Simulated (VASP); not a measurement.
Crystal: SnTe.

```
Sn Te
1.0
     0.00000    3.18581    3.18581
     3.18581    0.00000    3.18581
     3.18581    3.18581    0.00000
Sn Te
1 1
Direct
  0.00000 0.00000 0.00000
  0.50000 0.50000 0.50000
```

The cell is a database's computed one.

```yaml
Program: VASP 6.6.1
Task: relaxation of cell and atoms
Functional: PBEsol
Potentials_or_basis: VASP PAW PBE potentials, release 64 (Sn_d, Te)
Cutoff: 600 eV
k_mesh: 4 × 4 × 4
Occupations: gaussian, width 0.1 eV
Spin: no spin polarisation
```

At the start: pressure -2.1 GPa; volume 32.33 Å³/atom.

Q: Where does the relaxation end?

A: Over 3 steps the energy falls by 11.6 meV/atom and the volume is 30.67 Å³/atom (-5.1 %); space group Fm-3m (No. 225, to 0.05 Å).

Step by step:
```csv
step,energy change (eV),largest force (eV/Å),pressure (GPa),volume (Å³)
1,0.0000,0.0000,-2.08,64.67
2,-0.0224,0.0000,0.42,60.82
3,-0.0231,0.0000,0.00,61.34
```

Final structure:
```yaml
crystal:
  lattice:
    - [0.00000, 3.13027, 3.13027]
    - [3.13027, 0.00000, 3.13027]
    - [3.13027, 3.13027, 0.00000]
  atoms:
    - { symbol: Sn, position: [0.00000, 0.00000, 0.00000] }
    - { symbol: Te, position: [0.50000, 0.50000, 0.50000] }
```

Caveat: the k mesh is coarse (spacing up to 0.43 Å⁻¹), so the values aren't converged; the PAW data sets were made with another functional, which shifts forces and pressure a little.
